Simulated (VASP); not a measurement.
Data:

```yaml
crystal:
  lattice:
    - [0.00000, 3.13465, 3.13465]
    - [3.13465, 0.00000, 3.13465]
    - [3.13465, 3.13465, 0.00000]
  atoms:
    - { symbol: Hg, position: [0.00000, 0.00000, 0.00000] }
    - { symbol: Se, position: [0.25000, 0.25000, 0.25000] }
```

These are PBE GGA, VASP's PBE PAW potentials (set 64) (plane waves; VASP) values and carry that method's errors. Settings: 480 eV cut-off, 10×10×10 Γ-centred mesh, first-order Methfessel-Paxton smearing of 0.10 eV, potentials Hg Se.

Unless said otherwise, spin-orbit coupling is left out, though it shifts the bands of the heavy elements here.

Q: Estimate the energy per atom (σ→0), band gap (on the k-mesh) with the smallest direct gap where there is one.

A: 
```yaml
band gap (on the k-mesh): none (metal, semimetal or under 0.01 eV)
energy per atom (σ→0): -2.045 eV/atom
```

The compound is HgSe in the zinc blende structure. It was relaxed first, which changed the volume by +10 %.
